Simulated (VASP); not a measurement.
Input:

```
Ir
1.0
    0.00000     1.91661     1.94536
    1.94536     0.00000     1.94536
    1.94536     1.91661     0.00000
Ir
1
Cartesian
  0.00000   0.00000   0.00000
```

Level of theory: PBEsol GGA, VASP's PBE PAW potentials (set 64) (plane waves; VASP). Run with 480 eV cut-off, 16×16×16 Γ-centred mesh, first-order Methfessel-Paxton smearing of 0.10 eV, potentials Ir.

Give the stress tensor in GPa (positive for a compressed cell).

```
-12.16    0.00    0.00
  0.00   -7.00    0.00
  0.00    0.00  -12.16
```
The pressure is its mean diagonal, -10.44 GPa.

The compound is Ir in the fcc structure. This cell was strained or had an atom moved on purpose.
